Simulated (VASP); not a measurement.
Computed with PBEsol GGA, VASP's PBE PAW potentials (set 64) (plane waves; VASP).

VASP ran on this input.

File POSCAR:
```
Cd3HgSe4
1
    0.0000000000     3.0508680550     3.0508680550
    3.0508680550     0.0000000000     3.0508680550
   12.1888621527    12.1888621527     0.0146100673
Hg Se Cd
1 4 3
Direct
  0.0004768610   0.0004768610   0.9996423543
  0.2482547607   0.2482547607   0.0638089295
  0.2501339295   0.2501339295   0.3123995529
  0.2503019589   0.2503019589   0.5622735308
  0.2518641286   0.2518641286   0.8111019036
  0.9987971373   0.9987971373   0.2509021471
  0.9999568096   0.9999568096   0.5000323928
  0.0002144146   0.0002144146   0.7498391890
```

KPOINTS:
```
Automatic
0
G
  8 8 2
```

INCAR:
```
ALGO = Normal
EDIFF = 1E-6
EDIFFG = -0.02
ENCUT = 400
GGA = PS
IBRION = 2
ISIF = 3
ISMEAR = 1
LASPH = .TRUE.
LCHARG = .FALSE.
LMAXMIX = 6
LREAL = .FALSE.
LWAVE = .FALSE.
NELM = 100
NSW = 60
PREC = Accurate
SIGMA = 0.1
SYSTEM = Cd3HgSe4
```

POTCAR, in this order: Hg Se Cd (PBE.64 set). Program: vasp_std.

**Question.** What will the output report for the number of irreducible k-points (NKPTS), number of bands (NBANDS), largest plane-wave count, number of space-group operations, FFT grid (NGX, NGY, NGZ)?

**Answer.** 
The number of irreducible k-points (NKPTS) comes out as 20 and the number of bands (NBANDS) comes out as 43. The largest plane-wave count comes out as 4156. The number of space-group operations is 6 and the FFT grid (NGX, NGY, NGZ) comes out as 28 × 28 × 112.

The structure was generated: Cd3HgSe4 was put into an ordered model structure (R3m), which need not be its known phase. This run relaxes it. Symmetry was kept, so distortions that lower it aren't found. The start is the result of an earlier pass.
